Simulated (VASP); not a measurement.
## K2S: energy against volume

K2S (antifluorite, Fm-3m, 32.885 Å³/atom and stress up to 0.07 GPa in the relaxed cell, cube axes along x, y and z) under an equal strain ε along all three axes. PBEsol in VASP (plane waves, PAW), 480 eV, 8×8×8 Γ-centred mesh, Gaussian smearing 0.05 eV; ions are relaxed, or left where forces stay under 0.02 eV/Å, within the symmetry of each cell.

Here V stands for volume and E for E less E0.

```csv
volume (Å³/atom),E less E0 (meV/atom),pressure (GPa)
30.9508,9.28,1.48
31.4270,5.37,1.09
31.9080,2.55,0.72
32.3939,0.78,0.39
32.8847,0.00,0.07
33.3804,0.16,-0.23
33.8811,1.22,-0.50
34.3868,3.11,-0.76
34.8975,5.83,-1.00
35.9340,?,?
```

**Question.** Using the third-order Birch-Murnaghan form, a cubic in V^(-2/3), estimate the missing E at V = 35.9340 from the other rows, showing the fit.

**Answer.** With u = V^(-2/3) - 0.0975, the rows have u = 0.0039422, 0.0029149, 0.0019032, 0.0009067, -0.0000749, -0.0010418, -0.0019945, -0.0029332, -0.0038580. Least squares gives E = 0.026 + 384.2·u + 493669·u² + 1114509·u³. Residuals (row less fit): -0.001, 0.002, -0.003, -0.001, 0.000, 0.000, 0.005, -0.008, 0.002; standard error 0.005 (degrees of freedom: 5). Its minimum lies at u = -0.0003896, so V0 = (0.0971104)^(-3/2) = 33.04. There d²E/du² = 984700 and d³E/du³ = 6687000, so B0 = (4/9) × 33.04^(-7/3) × 984700 × 0.160218 = 20.0 GPa (the last factor turns the table's units into GPa), and B0' = 4 + (2/3) × 0.0971104 × (6687000)/984700 = 4.4. B0' rests on the cubic coefficient alone and has a standard error of 0.1 from these residuals. At the withheld row, u = -0.0056675, so E = 0.026 + 384.2 × (-0.0056675) + 493669 × (-0.0056675)² + 1114509 × (-0.0056675)³ = 13.503 meV/atom. The calculation gives 13.49 meV/atom, 0.013 meV/atom below the prediction (0.1 % of the range of E in the table). The row lies outside the fitted rows, so this is an extrapolation. The scatter of the fitted rows lies at the last printed digit.

Other structures, which can take over under pressure, weren't tried. The same form fitted to the pressure column gives B0' = 4.4; series where the two differ by over 0.4 aren't shown. Rows are the converged runs of the series near zero and its far end, less any whose ions stayed unrelaxed beside relaxed ones; series whose fitted rows scatter by over a few per cent of the range, as at a crossing or softening among them, aren't shown in this form.
